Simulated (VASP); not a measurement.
All values below come from PW91 GGA, VASP's PBE PAW potentials (set 64) (plane waves; VASP 6.6.1).

Input for VASP

File POSCAR:
```
Lu
1
    1.7201710000    -3.0037420000     0.0000000000
    1.7201710000     3.0037420000     0.0000000000
    0.0000000000     0.0000000000     5.4228580000
Lu
2
Direct
  0.3333330000   0.6666670000   0.2500000000
  0.6927990000   0.3594650000   0.7500000000
```

### KPOINTS
```
kpoints
0
G
 11 11 6
0 0 0
```

INCAR:
```
ISIF=2
ENCUT=400   ! plane-wave cut-off (eV)
PREC=Accurate
GGA=91   ! PW91
LMAXMIX=6   ! l cut-off of mixed one-centre charges
ISMEAR=1
SYSTEM=Lu
LASPH=T   ! aspherical one-centre terms
ALGO=Normal   ! blocked Davidson
NELM=100   ! most electronic steps
SIGMA=0.1   ! width (eV)
EDIFF=1E-6
LCHARG=F
LREAL=F
LWAVE=F
```

POTCAR, in this order: Lu_3 (PBE.64 set). Program: vasp_std.

Output of the run:

OUTCAR:
```
 ion  position               nearest neighbor table
   1  0.333  0.667  0.250-   2 3.32   2 3.32   2 3.37   2 3.37   2 3.41   2 3.41
   2  0.693  0.359  0.750-   1 3.32   1 3.32   1 3.37   1 3.37   1 3.41   1 3.41
  LATTYP: Found a base centered orthorhombic cell.
 ALAT       =     3.4403420000
 B/A-ratio  =     1.7461880243
 C/A-ratio  =     1.5762555002
 Subroutine PRICEL returns:
 Original cell was already a primitive cell.
 Subroutine GETGRP returns: Found  4 space group operations
The static configuration has the point symmetry C_1 .
 The point group associated with its full space group is C_2h.
The dynamic configuration has the point symmetry C_1 .
 Subroutine INISYM returns: Found  4 space group operations
 Subroutine IBZKPT returns following result:
 Found    244 irreducible k-points:

 Following reciprocal coordinates:
            Coordinates               Weight
  0.000000  0.000000  0.000000      1.000000
  0.090909  0.000000  0.000000      2.000000
  0.000000  0.090909  0.000000      2.000000
  0.181818  0.000000  0.000000      2.000000
  0.000000  0.181818  0.000000      2.000000
  0.272727  0.000000  0.000000      2.000000
...
```

**OSZICAR**
```
       N       E                     dE             d eps       ncg     rms          rms(c)
DAV:   1     0.392474675980E+02    0.39247E+02   -0.78900E+03 11803   0.135E+03
DAV:   2    -0.674268167002E+01   -0.45990E+02   -0.44699E+02 10791   0.667E+02
DAV:   3    -0.877092059482E+01   -0.20282E+01   -0.19316E+01 10979   0.598E+01
DAV:   4    -0.887839324244E+01   -0.10747E+00   -0.10341E+00 11644   0.917E+00
DAV:   5    -0.888256178243E+01   -0.41685E-02   -0.41094E-02 10661   0.170E+00    0.255E+01
DAV:   6    -0.887655820583E+01    0.60036E-02   -0.36143E-02 10589   0.437E+00    0.152E+01
DAV:   7    -0.888858121617E+01   -0.12023E-01   -0.67680E-02 10161   0.592E+00    0.417E-01
DAV:   8    -0.888844642640E+01    0.13479E-03   -0.48540E-03 10481   0.992E-01    0.847E-02
DAV:   9    -0.888846296970E+01   -0.16543E-04   -0.20691E-04 10890   0.226E-01    0.290E-02
DAV:  10    -0.888845965016E+01    0.33195E-05   -0.21400E-05 11051   0.732E-02    0.368E-02
DAV:  11    -0.888845973318E+01   -0.83015E-07   -0.81362E-07  5837   0.174E-02
   1 F= -.88884597E+01 E0= -.88891927E+01  d E =0.219879E-02
```

OUTCAR:
```
------------------------ aborting loop because EDIFF is reached ----------------------------------------
  FORCE on cell =-STRESS in cart. coord.  units (eV):
  Direction    XX          YY          ZZ          XY          YZ          ZX
  --------------------------------------------------------------------------------------
  Total        0.9127896      0.7029067      0.5680349     -0.1244552      0.0000000      0.0000000
  in kB       26.0968934     20.0962866     16.2402658     -3.5582075      0.0000000      0.0000000
  external PRESSURE =      20.8111486 kB  Pullay stress =       0.0000000 kB
  volume of cell :       56.04
      direct lattice vectors                 reciprocal lattice vectors
     1.720171000 -3.003742000  0.000000000     0.290668777 -0.166459037  0.000000000
     1.720171000  3.003742000  0.000000000     0.290668777  0.166459037  0.000000000
     0.000000000  0.000000000  5.422858000     0.000000000  0.000000000  0.184404607
 POSITION                                       TOTAL-FORCE (eV/Angst)
 -----------------------------------------------------------------------------------
      1.72017      1.00125      1.35571         0.153823     -0.011695      0.000000
      1.81007     -1.00125      4.06714        -0.153823      0.011695     -0.000000
 -----------------------------------------------------------------------------------
    total drift:                               -0.000002     -0.000000     -0.000000
  FREE ENERGIE OF THE ION-ELECTRON SYSTEM (eV)
  ---------------------------------------------------
  free  energy   TOTEN  =        -8.8884597332 eV

  energy  without entropy=       -8.8906585192  energy(sigma->0) =       -8.88919266
```
(Selected blocks of OUTCAR.)

The compound is Lu in the hcp structure. The cell was not relaxed at this level, atoms are displaced from their ideal sites. The run is one of a series of settings (GGA = 91 against the base run), some of them coarse on purpose.
